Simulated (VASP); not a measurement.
Consider the following.

```
CELL_PARAMETERS angstrom
      2.90958     0.00000     0.00000
      0.00000     4.11476     0.00000
      0.00000     0.00000    25.08137
ATOMIC_POSITIONS crystal
  Zn 0.50000 0.00000 0.33153
  Zn 0.50000 0.50000 0.41921
  Zn 0.50000 0.00000 0.50000
  Zn 0.50000 0.50000 0.58079
  Zn 0.50000 0.00000 0.66847
  Cu 0.00000 0.50000 0.33893
  Cu 0.00000 0.00000 0.41686
  Cu 0.00000 0.50000 0.50000
  Cu 0.00000 0.00000 0.58314
  Cu 0.00000 0.50000 0.66107
```

Method: PBEsol GGA, VASP's PBE PAW potentials (set 64) (plane waves; VASP). Run with PREC = Normal, 400 eV cut-off, 9×7×1 Γ-centred mesh, first-order Methfessel-Paxton smearing of 0.10 eV, potentials Zn Cu.

**Question.** What does the run give for the energy per atom (σ→0), band gap (on the k-mesh) with the smallest direct gap where there is one?

**Answer.** 
```
Property                                                     Value
------------------------  ----------------------------------------
band gap (on the k-mesh)  none (metal, semimetal or under 0.01 eV)
energy per atom (σ→0)                               -2.839 eV/atom
```

The cell is a thin slab with vacuum, built from CuZn (CsCl type): (110) face.
